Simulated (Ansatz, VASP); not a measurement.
## Two plane-wave programs on Ge3Pd

POSCAR

```
Ge3Pd
1.0
    4.1965295533      0.0000000000      0.0000000000
    0.0000000000      4.1965295533      0.0000000000
    0.0000000000      0.0000000000      4.1965295533
Pd Ge
1 3
Direct
    0.0000000000      0.0000000000      0.0000000000
    0.5000000000      0.5000000000      0.0000000000
    0.5000000000      0.0000000000      0.5000000000
    0.0000000000      0.5000000000      0.5000000000
```

Contents of INCAR.step1:

```
SYSTEM = Ge3Pd
PREC = Accurate
ENCUT = 520
ISMEAR = -1
SIGMA = 0.05
LREAL = .False.
LASPH = .True.
NELM = 60
NBANDS = 34
GGA = PE
ALGO = Normal
EDIFF = 1E-4
LWAVE = .True.
LCHARG = .False.
```

INCAR.step2

```
SYSTEM = Ge3Pd
PREC = Accurate
ENCUT = 520
EDIFF = 1E-6
ISMEAR = -1
SIGMA = 0.05
LREAL = .False.
LASPH = .True.
NELM = 60
ALGO = Normal
ISIF = 2
LWAVE = .False.
LCHARG = .False.
METAGGA = R2SCAN
LMIXTAU = .True.
NBANDS = 34
ISTART = 1
```

The input KPOINTS:

```
Automatic mesh
0
Gamma
  7 7 7
  0 0 0
```

Contents of input.yaml:

```yaml
crystal:
  lattice:
    - [4.1965295533, 0.0, 0.0]
    - [0.0, 4.1965295533, 0.0]
    - [0.0, 0.0, 4.1965295533]
  atoms:
    - { symbol: Pd, position: [0.0, 0.0, 0.0] }
    - { symbol: Ge, position: [0.5, 0.5, 0.0] }
    - { symbol: Ge, position: [0.5, 0.0, 0.5] }
    - { symbol: Ge, position: [0.0, 0.5, 0.5] }
hamiltonian:
  xc: r2scan
  pseudopotentials: { kind: paw }
kpoints:
  mp_grid: { grid: [7, 7, 7] }
scf:
  occupations: { method: fermi_dirac, width: 0.05 }
output:
  forces: true
  stress: true
  eigenvalues: true
  write_density: true
  write_potential: true
  elf: true
  volumetric_format: npy
```

The cell comes from a database or a generator and needn't be the stable form of this composition.

Alike in both runs: task single point; functional r2SCAN; k mesh 7 × 7 × 7; occupations fermi-dirac, width 0.05 eV; no spin polarisation.

|  | VASP | Ansatz |
| --- | --- | --- |
| version | VASP 6.6.1 | Ansatz 0.2.0 |
| potentials or method | VASP PAW PBE potentials, release 64 (Pd, Ge_d) | Ansatz PAW |
| plane-wave cutoff (eV) | 520 | 500 |
| valence electrons in the cell | 52 | 60 |

|  | VASP | Ansatz | Ansatz less VASP |
| --- | --- | --- | --- |
| gap on the k mesh at the Fermi level (eV) | none | none | - |
| pressure (GPa) | -5.8 | -5.7 | +0.09 |

A gap of «none» marks a metal or a gap that the smearing closes. The functional is the same, so the differences come from potentials, cutoffs and numerics. The two sets of potentials don't hold the same shells in valence.

Caveats: the PAW data sets were made with another functional, which shifts forces and pressure a little (VASP); the PAW data sets come from PBE, with cores solved anew for the run's functional, which leaves a small shift of forces and pressure (Ansatz).
